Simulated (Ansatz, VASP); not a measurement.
Given: the input of a run of VASP 6.6.1 on HPbNO4.

Contents of INCAR:

```
PREC = Accurate
ENCUT = 520
EDIFF = 1E-7
ISMEAR = -1
SIGMA = 0.05
LREAL = F
LASPH = T
NELM = 60
ALGO = Normal
ISIF = 2
LWAVE = F
LCHARG = F
GGA = PE
NBANDS = 31
KPAR = 4
```

Contents of KPOINTS:

```
Automatic mesh
0
Gamma
  7 6 5
```

The input POSCAR:

```
HPbNO4
1.0
    3.9078267417      0.0018034237     -0.0370613710
    0.1758135513      4.3913975935     -0.0166867354
    0.7680052229      0.8497671868      5.9539528157
H Pb N O
1 1 1 4
Direct
    0.6151100000      0.8955900000      0.1984400000
    0.6459700000      0.4465100000      0.9168500000
    0.7147400000      0.2381000000      0.5005800000
    0.1695800000      0.4700700000      0.7776800000
    0.6291900000      0.9704500000      0.4984500000
    0.5642400000      0.9258300000      0.0384900000
    0.7802200000      0.4225000000      0.3195100000
```

Potentials or basis: VASP PAW PBE potentials, release 64 (H, Pb_d, N, O).

Launch:

```console
$ cat potpaw_PBE.64/H/POTCAR potpaw_PBE.64/Pb_d/POTCAR potpaw_PBE.64/N/POTCAR potpaw_PBE.64/O/POTCAR > POTCAR
$ mpirun -np 4 vasp_std > vasp.out
```

Question: Translate it to Ansatz 0.2.0. Potentials there: Ansatz PAW.

Answer: As run (the cutoff follows the program's own potentials):

input.yaml

```yaml
crystal:
  lattice:
    - [3.9078267417, 0.0018034237, -0.037061371]
    - [0.1758135513, 4.3913975935, -0.0166867354]
    - [0.7680052229, 0.8497671868, 5.9539528157]
  atoms:
    - { symbol: H, position: [0.61511, 0.89559, 0.19844] }
    - { symbol: Pb, position: [0.64597, 0.44651, 0.91685] }
    - { symbol: "N", position: [0.71474, 0.2381, 0.50058] }
    - { symbol: O, position: [0.16958, 0.47007, 0.77768] }
    - { symbol: O, position: [0.62919, 0.97045, 0.49845] }
    - { symbol: O, position: [0.56424, 0.92583, 0.03849] }
    - { symbol: O, position: [0.78022, 0.4225, 0.31951] }
hamiltonian:
  xc: pbe
  pseudopotentials: { kind: paw }
kpoints:
  mp_grid: { grid: [7, 6, 5] }
scf:
  occupations: { method: fermi_dirac, width: 0.05 }
output:
  forces: true
  stress: true
  eigenvalues: true
```

Potentials or basis: Ansatz PAW.

Run with:

```sh
$ ansatz run input.yaml --threads 8 --pin off --max-ram 20480MiB --backend cpu --events-out ev --progress --plain --runs-dir out
```

Both were run:

|  | VASP | Ansatz | Ansatz less VASP |
| --- | --- | --- | --- |
| gap on the k mesh at the Fermi level (eV) | 0.32 | 0.32 | -0.005 |
| least direct gap on the mesh (eV) | 0.51 | 0.51 | 0.000 |
| pressure (GPa) | -2.8 | -3.3 | -0.51 |
| largest component of the traceless stress (GPa) | 0.50 | 0.89 | +0.390 |
| rms of the force components (eV/Å) | 0.247 | 0.405 | +0.1586 |

Atom by atom the forces differ by 0.170 eV/Å (rms over components). One of these differences is far larger than is usual between the two programs; its cause wasn't traced.

Caveats: spin-orbit coupling is left out, which as a rule narrows the gap of such compounds by several tenths of an eV; the standard files for N, O and F lose accuracy on very short bonds (VASP); an odd mesh through Γ misses points on the zone boundary, where band edges often lie (VASP); odd divisions of the mesh miss points on the zone boundary, where band edges often lie, so the gap on the mesh can be too wide (Ansatz); the pressure holds a Pulay correction of +0.6 GPa for the finite cutoff (Ansatz); forces of over 1 eV/Å show positions far from the minimum, so gaps and moduli don't describe the material at rest (Ansatz).
